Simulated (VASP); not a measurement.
All values below come from optB88-vdW, VASP's PBE PAW potentials (set 64) (plane waves; VASP 6.6.1).

A VASP calculation is set up with these files.

POSCAR:
```
Ho
1
    1.7860756655    -3.0935738528    -0.0000000000
    1.7860756655     3.0935738528    -0.0000000000
   -0.0000000000     0.0000000000     5.4891749478
Ho
2
Direct
  0.3333330000   0.6666670000   0.2500000000
  0.6666670000   0.3333330000   0.7500000000
```

### INCAR
```
! general
SYSTEM   = Ho
PREC     = Accurate
ENCUT    = 520
LREAL    = .False.
LASPH    = .True.

! electronic loop
EDIFF    = 1E-7
NELM     = 100
ALGO     = Normal
LMAXMIX  = 6

! smearing
ISMEAR   = -5

! functional
GGA      = BO
LUSE_VDW = .True.
AGGAC    = 0.0
PARAM1   = 0.1833333333
PARAM2   = 0.22

! ions
ISIF     = 2

! output
LWAVE    = .False.
LCHARG   = .True.
LORBIT   = 11
NEDOS    = 601
```

**KPOINTS**
```
Automatic mesh
0
Gamma
13 13 8
0 0 0
```

POTCAR, in this order: Ho_3 (PBE.64 set). Program: vasp_std.

The 4f electrons are frozen in the core of the lanthanide potential, so 4f levels, which can set the real gap, and their magnetism are missing.

**Question.** Predict the energy per atom (σ→0), band gap (on the k-mesh).

**Answer.** 
```
Property                                                     Value
------------------------  ----------------------------------------
energy per atom (σ→0)                               -1.861 eV/atom
band gap (on the k-mesh)  none (metal, semimetal or under 0.01 eV)
```

OSZICAR:
```
...
DAV:   7    -0.372112488928E+01   -0.20730E-01   -0.36965E-02  4430   0.260E+00    0.280E-01
DAV:   8    -0.372150733151E+01   -0.38244E-03   -0.19962E-03  4095   0.472E-01    0.891E-02
DAV:   9    -0.372161506226E+01   -0.10773E-03   -0.24508E-04  4373   0.142E-01    0.329E-02
DAV:  10    -0.372162202121E+01   -0.69590E-05   -0.37398E-05  4575   0.623E-02    0.440E-02
DAV:  11    -0.372162394297E+01   -0.19218E-05   -0.57268E-06  3635   0.183E-02    0.384E-03
DAV:  12    -0.372162425489E+01   -0.31192E-06   -0.61038E-07  4308   0.820E-03    0.278E-03
DAV:  13    -0.372162428173E+01   -0.26844E-07   -0.34296E-08  2355   0.284E-03
   1 F= -.37216243E+01 E0= -.37216243E+01  d E =0.000000E+00
```

The compound is Ho in the hcp structure. It was relaxed first.
